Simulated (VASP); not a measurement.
Here is the system:

```
CELL_PARAMETERS angstrom
     10.93707     0.00000     0.00000
      0.00000    10.93707     0.00000
      0.00000     0.00000    10.93707
ATOMIC_POSITIONS crystal
  Si 0.49999 0.00014 0.00031
  Si 0.62507 0.12375 0.12404
  Si 0.75010 0.24982 0.00011
  Si 0.87619 0.37493 0.12401
  Si 0.75013 0.99994 0.25006
  Si 0.87639 0.12380 0.37492
  Si 0.99999 0.00001 0.99998
  Si 0.12519 0.12518 0.12518
  Si 0.25004 0.25000 0.00022
  Si 0.37515 0.37507 0.12509
  Si 0.49997 0.49997 0.00015
  Si 0.62500 0.62500 0.12487
  Si 0.75008 0.75010 0.00002
  Si 0.87484 0.87484 0.12521
  Si 0.25005 0.00036 0.25007
  Si 0.37519 0.12518 0.37519
  Si 0.50055 0.24775 0.24771
  Si 0.63431 0.36620 0.36623
  Si 0.75264 0.49998 0.24754
  Si 0.87517 0.62508 0.37517
  Si 0.49998 0.00005 0.49998
  Si 0.62489 0.12495 0.62494
  Si 0.75270 0.24745 0.49983
  Si 0.87524 0.37501 0.62505
  Si 0.74998 0.00018 0.75005
  Si 0.87485 0.12516 0.87485
  Si 0.99985 0.50000 0.00039
  Si 0.12369 0.62508 0.12392
  Si 0.24984 0.75020 0.00015
  Si 0.37490 0.87644 0.12392
  Si 0.00021 0.25002 0.24999
  Si 0.12503 0.37512 0.37512
  Si 0.24761 0.50043 0.24755
  Si 0.36588 0.63445 0.36589
  Si 0.49987 0.75272 0.24744
  Si 0.62503 0.87511 0.37522
  Si 0.99977 0.99992 0.50001
  Si 0.12363 0.12352 0.62504
  Si 0.24733 0.24744 0.50046
  Si 0.36520 0.36575 0.63508
  Si 0.63419 0.63407 0.63489
  Si 0.75239 0.75237 0.50055
  Si 0.87610 0.87627 0.62511
  Si 0.24998 0.99997 0.75010
  Si 0.37497 0.12366 0.87651
  Si 0.49977 0.24736 0.75282
  Si 0.62501 0.37497 0.87535
  Si 0.75286 0.50010 0.75295
  Si 0.87648 0.62512 0.87646
  Si 0.00000 0.75019 0.25001
  Si 0.12374 0.87655 0.37493
  Si 0.00000 0.50001 0.49997
  Si 0.12478 0.62504 0.62494
  Si 0.24737 0.75276 0.49975
  Si 0.37509 0.87517 0.62502
  Si 0.00004 0.24991 0.75012
  Si 0.12353 0.37497 0.87671
  Si 0.24693 0.50008 0.75316
  Si 0.37502 0.62510 0.87546
  Si 0.50021 0.75282 0.75290
  Si 0.62507 0.87654 0.87649
  Si 0.00002 0.75016 0.75004
  Si 0.12518 0.87486 0.87485
  Sn 0.49959 0.49995 0.50069
```

Method: HSE06 screened hybrid, VASP's PBE PAW potentials (set 64) (plane waves; VASP). Settings: PREC = Normal, LREAL = Auto, ISYM = 0, EDIFF = 1E-5, 400 eV cut-off, 1×1×1 Γ-centred mesh, Gaussian smearing of 0.050 eV, potentials Si Sn.

The supercell is sampled at Γ alone, which is coarse: total energies, pressure and levels can be off, energies of defects by several tenths of an eV.

Task: Estimate the energy per atom (σ→0), largest force.

Result: 
```json
{
 "energy per atom (σ→0)": "-6.165 eV/atom",
 "largest_force": "0.145 eV/Å"
}
```

The absolute energy has meaning only against runs of the same code, potentials and settings.

The cell is a supercell with a defect, built from Si (diamond): Sn_Si. The cell's shape comes from a PBE relaxation. The run is not spin-polarised, so no state with unpaired spins was tried.
